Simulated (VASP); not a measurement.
Data:

```xyz
4
Lattice="0.0000 2.8137 2.8137 2.8137 0.0000 2.8137 2.8137 2.8137 0.0000" Properties=species:S:1:pos:R:3 pbc="T T T"
Fe     4.2205     4.2205     4.2205
Fe     1.4068     1.4068     1.4068
Fe     2.8137     2.8137     2.8137
Si     0.0000     0.0000     0.0000
```

Calculation: PBEsol GGA, VASP's PBE PAW potentials (set 64) (plane waves; VASP). Run with 300 eV cut-off, 7×7×7 Γ-centred mesh, Fermi-Dirac smearing of 0.050 eV, potentials Fe Si.

The run has a spin-polarised start.

### Question
Give the spin-up energies of bands 6 to 19 at the high-symmetry points, in eV from the Fermi level.

### Answer

```
band      Γ      X      U      L      W
----  -----  -----  -----  -----  -----
6     -4.29  -3.27  -3.39  -3.41  -3.17
7     -3.23  -2.95  -3.01  -3.33  -3.07
8     -3.23  -2.95  -2.85  -2.52  -3.07
9     -3.23  -2.85  -2.38  -2.52  -2.19
10    -1.22  -2.73  -1.86  -1.74  -2.19
11    -1.22  -1.74  -1.86  -1.74  -2.11
12    -0.67  -1.32  -1.67  -1.62  -1.37
13    -0.67  -1.32  -1.66  -1.26  -1.36
14    -0.67  -1.00  -1.32  -1.26  -1.24
15    -0.27  -0.72  -0.70  -0.72  -0.84
16    -0.27  -0.44  -0.39  -0.72  -0.84
17     3.65  -0.44  -0.23  -0.38  -0.01
18     4.20  -0.31   0.26   3.63   0.15
19     4.20   0.21   0.45   3.63   0.15
```

### Question
Give the spin-down energies of bands 6 to 19 at the high-symmetry points, in eV from the Fermi level.

### Answer

```
band      Γ      X      U      L      W
----  -----  -----  -----  -----  -----
6     -3.06  -2.77  -1.90  -1.90  -1.80
7     -1.62  -1.73  -1.77  -1.90  -1.80
8     -1.62  -1.73  -1.47  -1.56  -1.55
9     -1.62  -1.46  -1.08  -1.56  -0.98
10     0.51  -0.40  -0.86  -0.76  -0.98
11     0.51  -0.40  -0.67  -0.58  -0.67
12     0.51  -0.11  -0.17  -0.58  -0.10
13     1.36   0.51   0.65   1.01   0.85
14     1.36   0.89   0.78   1.01   0.85
15     1.39   1.16   1.23   1.26   0.88
16     1.39   1.23   1.29   1.26   0.95
17     3.86   1.23   1.42   1.28   1.62
18     4.64   1.31   1.73   4.46   1.62
19     4.64   1.69   1.74   4.67   1.68
```

It has no gap at this level: it comes out as a metal or semimetal.

The structure comes from a computed database's Fe3Si entry; how it stands against other phases isn't given here. The cell was not relaxed at this level.
